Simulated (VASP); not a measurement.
These are LDA (Ceperley-Alder, Perdew-Zunger), VASP's LDA PAW potentials (set 64) (plane waves; VASP) values and carry that method's errors.

Input for VASP

**INCAR**
```
SYSTEM = CaB6
PREC = Accurate; ENCUT = 620; LREAL = .False.
LASPH = .True.
EDIFF = 1E-6; NELM = 100; ALGO = Normal
ISMEAR = 0; SIGMA = 0.05
IBRION = 2; NSW = 40; ISIF = 3
EDIFFG = -0.02; PSTRESS = 450
LWAVE = .False.; LCHARG = .False.
```

**POSCAR**
```
CaB6
1.0
  3.8975683898   0.0000000000   0.0000000000
  0.0000000000   3.8975683898   0.0000000000
  0.0000000000   0.0000000000   3.8975683898
Ca B
1 6
Cart
  3.8975683898   0.0000000000   0.0000000000
  3.1206600648   1.9487841949   1.9487841949
  1.9487841949   0.7769083250   1.9487841949
  1.9487841949   3.1206600648   1.9487841949
  0.7769083250   1.9487841949   1.9487841949
  1.9487841949   1.9487841949   3.1206600648
  1.9487841949   1.9487841949   0.7769083250
```

KPOINTS:
```
Automatic mesh
0
Gamma
6 6 6
0 0 0
```

POTCAR, in this order: Ca_sv B (LDA.64 set). Program: vasp_std.

Output of the run:

### OSZICAR
```
       N       E                     dE             d eps       ncg     rms          rms(c)
DAV:   1     0.189488079234E+03    0.18949E+03   -0.15603E+04   720   0.173E+03
DAV:   2    -0.489685212758E+02   -0.23846E+03   -0.23390E+03   948   0.377E+02
DAV:   3    -0.564052248313E+02   -0.74367E+01   -0.73634E+01  1040   0.690E+01
DAV:   4    -0.566704444844E+02   -0.26522E+00   -0.26507E+00  1216   0.908E+00
DAV:   5    -0.566722166454E+02   -0.17722E-02   -0.17715E-02   990   0.813E-01    0.115E+01
DAV:   6    -0.501346427537E+02    0.65376E+01   -0.11192E+01   910   0.233E+01    0.547E+00
DAV:   7    -0.491083160642E+02    0.10263E+01   -0.76822E+00   950   0.139E+01    0.161E+00
DAV:   8    -0.491258056118E+02   -0.17490E-01   -0.15054E+00   980   0.796E+00    0.105E+00
DAV:   9    -0.490699348530E+02    0.55871E-01   -0.19150E-01   944   0.253E+00    0.205E-01
DAV:  10    -0.490701696365E+02   -0.23478E-03   -0.26281E-02  1126   0.852E-01    0.147E-01
DAV:  11    -0.490701306459E+02    0.38991E-04   -0.97906E-04   930   0.226E-01    0.817E-02
DAV:  12    -0.490700897333E+02    0.40913E-04   -0.11636E-04  1000   0.885E-02    0.275E-02
DAV:  13    -0.490700665089E+02    0.23224E-04   -0.13489E-04   930   0.705E-02    0.305E-03
DAV:  14    -0.490700666945E+02   -0.18551E-06   -0.68599E-06   924   0.216E-02
   1 F= -.32440415E+02 E0= -.32439680E+02  d E =-.324404E+02
       N       E                     dE             d eps       ncg     rms          rms(c)
DAV:   1    -0.482096481176E+02    0.86042E+00   -0.34371E+01   760   0.585E+01    0.602E+00
DAV:   2    -0.473747850757E+02    0.83486E+00   -0.21856E+00   802   0.148E+01    0.305E+00
DAV:   3    -0.471525528224E+02    0.22223E+00   -0.12995E+00  1208   0.928E+00    0.651E-01
DAV:   4    -0.471559117293E+02   -0.33589E-02   -0.74195E-02   942   0.222E+00    0.318E-01
DAV:   5    -0.471634586597E+02   -0.75469E-02   -0.12597E-02  1160   0.748E-01    0.894E-02
DAV:   6    -0.471638592366E+02   -0.40058E-03   -0.59899E-04  1048   0.168E-01    0.580E-02
DAV:   7    -0.471640890328E+02   -0.22980E-03   -0.37004E-04  1154   0.103E-01    0.238E-02
DAV:   8    -0.471641014855E+02   -0.12453E-04   -0.28798E-05  1100   0.470E-02    0.251E-03
DAV:   9    -0.471641015619E+02   -0.76372E-07   -0.84874E-07   644   0.875E-03
   2 F= -.32368638E+02 E0= -.32368636E+02  d E =0.717770E-01
       N       E                     dE             d eps       ncg     rms          rms(c)
DAV:   1    -0.486560024364E+02   -0.14919E+01   -0.10409E+01   912   0.337E+01    0.307E+00
DAV:   2    -0.484379626017E+02    0.21804E+00   -0.69492E-01   950   0.773E+00    0.174E+00
DAV:   3    -0.483671963003E+02    0.70766E-01   -0.50401E-01  1186   0.537E+00    0.624E-01
DAV:   4    -0.483646182449E+02    0.25781E-02   -0.24127E-02   938   0.161E+00    0.225E-01
DAV:   5    -0.483673238771E+02   -0.27056E-02   -0.33562E-03  1036   0.425E-01    0.435E-02
DAV:   6    -0.483674085522E+02   -0.84675E-04   -0.32269E-04  1060   0.972E-02    0.457E-02
DAV:   7    -0.483674853149E+02   -0.76763E-04   -0.97074E-05  1182   0.678E-02    0.975E-03
DAV:   8    -0.483674846361E+02    0.67885E-06   -0.25129E-06   722   0.143E-02
   3 F= -.32590094E+02 E0= -.32589894E+02  d E =-.149680E+00
       N       E                     dE             d eps       ncg     rms          rms(c)
DAV:   1    -0.483508488550E+02    0.16636E-01   -0.28484E-03   892   0.545E-01    0.515E-02
DAV:   2    -0.483507869067E+02    0.61948E-04   -0.18346E-04   882   0.130E-01    0.279E-02
DAV:   3    -0.483507679206E+02    0.18986E-04   -0.12190E-04  1204   0.853E-02    0.852E-03
DAV:   4    -0.483507676419E+02    0.27862E-06   -0.56246E-06   916   0.238E-02
   4 F= -.32590118E+02 E0= -.32589929E+02  d E =-.149704E+00
       N       E                     dE             d eps       ncg     rms          rms(c)
DAV:   1    -0.483134723612E+02    0.37296E-01   -0.12240E+00   732   0.683E+00    0.490E-01
DAV:   2    -0.483047774397E+02    0.86949E-02   -0.35917E-02   946   0.136E+00    0.230E-01
DAV:   3    -0.483028896056E+02    0.18878E-02   -0.12130E-02   754   0.618E-01    0.431E-02
DAV:   4    -0.483028876713E+02    0.19344E-05   -0.10352E-03   872   0.213E-01    0.318E-02
DAV:   5    -0.483028845734E+02    0.30979E-05   -0.10696E-04   898   0.634E-02    0.940E-03
DAV:   6    -0.483028819998E+02    0.25735E-05   -0.16763E-05   896   0.321E-02    0.258E-03
DAV:   7    -0.483028820617E+02   -0.61890E-07   -0.60728E-07   414   0.616E-03
   5 F= -.32568686E+02 E0= -.32568685E+02  d E =0.214328E-01
       N       E                     dE             d eps       ncg     rms          rms(c)
DAV:   1    -0.483536356445E+02   -0.50754E-01   -0.78467E-01   732   0.547E+00    0.396E-01
DAV:   2    -0.483480263805E+02    0.56093E-02   -0.23831E-02   950   0.110E+00    0.182E-01
DAV:   3    -0.483468938749E+02    0.11325E-02   -0.68864E-03   754   0.472E-01    0.357E-02
DAV:   4    -0.483468950805E+02   -0.12056E-05   -0.53778E-04   914   0.157E-01    0.243E-02
DAV:   5    -0.483468940898E+02    0.99066E-06   -0.49499E-05   960   0.431E-02    0.695E-03
DAV:   6    -0.483468928856E+02    0.12042E-05   -0.91945E-06   918   0.240E-02    0.181E-03
DAV:   7    -0.483468928823E+02    0.32765E-08   -0.28739E-07   412   0.492E-03
   6 F= -.32591524E+02 E0= -.32591462E+02  d E =-.140560E-02
```

**OUTCAR**
```
------------------------ aborting loop because EDIFF is reached ----------------------------------------
  FORCE on cell =-STRESS in cart. coord.  units (eV):
  Direction    XX          YY          ZZ          XY          YZ          ZX
  --------------------------------------------------------------------------------------
  Total       15.8073156     15.8073156     15.8073156      0.0000000     -0.0000000      0.0000000
  in kB      451.4836848    451.4836848    451.4836848      0.0000000     -0.0000000      0.0000000
  external PRESSURE =       1.4836848 kB  Pullay stress =     450.0000000 kB
  volume of cell :       56.10
      direct lattice vectors                 reciprocal lattice vectors
     3.828031902  0.000000000 -0.000000000     0.261230843 -0.000000000 -0.000000000
     0.000000000  3.828031902  0.000000000    -0.000000000  0.261230843 -0.000000000
     0.000000000  0.000000000  3.828031902     0.000000000 -0.000000000  0.261230843
 POSITION                                       TOTAL-FORCE (eV/Angst)
 -----------------------------------------------------------------------------------
      0.00000      0.00000      0.00000         0.000000      0.000000      0.000000
      3.06861      1.91402      1.91402         0.003376      0.000000     -0.000000
      1.91402      0.75942      1.91402        -0.000000     -0.003376     -0.000000
      1.91402      3.06861      1.91402         0.000000      0.003376      0.000000
      0.75942      1.91402      1.91402        -0.003376     -0.000000      0.000000
      1.91402      1.91402      3.06861         0.000000      0.000000      0.003376
      1.91402      1.91402      0.75942        -0.000000     -0.000000     -0.003376
 -----------------------------------------------------------------------------------
    total drift:                                0.000000     -0.000000     -0.000000
  FREE ENERGIE OF THE ION-ELECTRON SYSTEM (eV)
  ---------------------------------------------------
  free  energy   TOTEN  =       -48.3468928823 eV

  energy  without entropy=      -48.3467681390  energy(sigma->0) =      -48.34683051
  enthalpy is  TOTEN    =       -32.5915239694 eV   P V=       15.7553689129

 reached required accuracy - stopping structural energy minimisation
```
(Selected blocks of OUTCAR.)

CONTCAR:
```
CaB6
   1.00000000000000
     3.8280319019107973    0.0000000000000000   -0.0000000000000000
     0.0000000000000000    3.8280319019107973    0.0000000000000000
     0.0000000000000000    0.0000000000000000    3.8280319019107973
  Ca              B
     1     6
Direct
     0.0000000000000000    0.0000000000000000    0.0000000000000000
     0.8016168289893099    0.5000000000000000    0.5000000000000000
     0.5000000000000000    0.1983831710106901    0.5000000000000000
     0.5000000000000000    0.8016168289893099    0.5000000000000000
     0.1983831710106901    0.5000000000000000    0.5000000000000000
     0.5000000000000000    0.5000000000000000    0.8016168289893099
     0.5000000000000000    0.5000000000000000    0.1983831710106901
```

Energy and stress use the plane-wave basis of the starting cell.

The compound is CaB6 in the cab6 structure. This run relaxes it under an external pressure of 45 GPa. Symmetry was kept, so distortions that lower it aren't found.
